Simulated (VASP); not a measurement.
An input for Ansatz (written as the equivalent of a VASP run, and not itself run):

Ansatz 0.2 input:
```yaml
crystal:
  lattice:
    - [0.0000000, 2.7022477, 2.7022477]
    - [2.7022477, 0.0000000, 2.7022477]
    - [2.7022477, 2.7022477, 0.0000000]
  atoms:
    - { symbol: Ba, position: [0.0000000, 1.0000000, 0.0000000] }
    - { symbol: O, position: [0.5000000, 0.5000000, 0.5000000] }
kpoints:
  mp_grid: { grid: [8, 8, 8] }
hamiltonian:
  xc: pbe
  pseudopotentials: { kind: paw }
scf:
  occupations: { method: gaussian, width: 0.05 }
  max_iter: 100
relax:
  max_steps: 40
  f_tol: 0.01
  cell: { p_target: 10 }
output: { forces: true, stress: true, eigenvalues: true }
```

Question: Translate this input to VASP (INCAR, KPOINTS, POSCAR, choice of POTCAR).

Answer: This is not unique; one that fits is 
**INCAR**
```
LASPH=.True.
ALGO=Normal   ! blocked Davidson
ISIF=3
EDIFFG=-0.01   ! ionic stop
NSW=40
LREAL=.False.
PREC=Accurate
SIGMA=0.05
NELM=100   ! most electronic steps
EDIFF=1E-7
LCHARG=.False.
GGA=PE   ! PBE
LMAXMIX=4
SYSTEM=BaO
ENCUT=600   ! plane-wave cut-off (eV)
PSTRESS=100
ISMEAR=0   ! Gaussian
LWAVE=.False.
IBRION=2   ! conjugate gradients
```

### KPOINTS
```
Automatic mesh
0
Gamma
8 8 8
0 0 0
```

File POSCAR:
```
BaO
1.0
  0.0000000000   2.7022477454   2.7022477454
  2.7022477454   0.0000000000   2.7022477454
  2.7022477454   2.7022477454   0.0000000000
Ba O
1 1
Cart
  2.7022477454   0.0000000000   2.7022477454
  2.7022477454   2.7022477454   2.7022477454
```

POTCAR, in this order: Ba_sv O (PBE.64 set). Program: vasp_std.

What does not carry over: each code has its own PAW files, so the cut-off isn't converted (ENCUT is set for VASP's; basis.ecutwfc is left out, and Ansatz then takes the one that its files recommend); Ansatz stops its SCF on the density residual and VASP on the energy change (EDIFF).

The compound is BaO in the rock salt structure. This run relaxes it under an external pressure of 10 GPa. Symmetry was kept, so distortions that lower it aren't found.
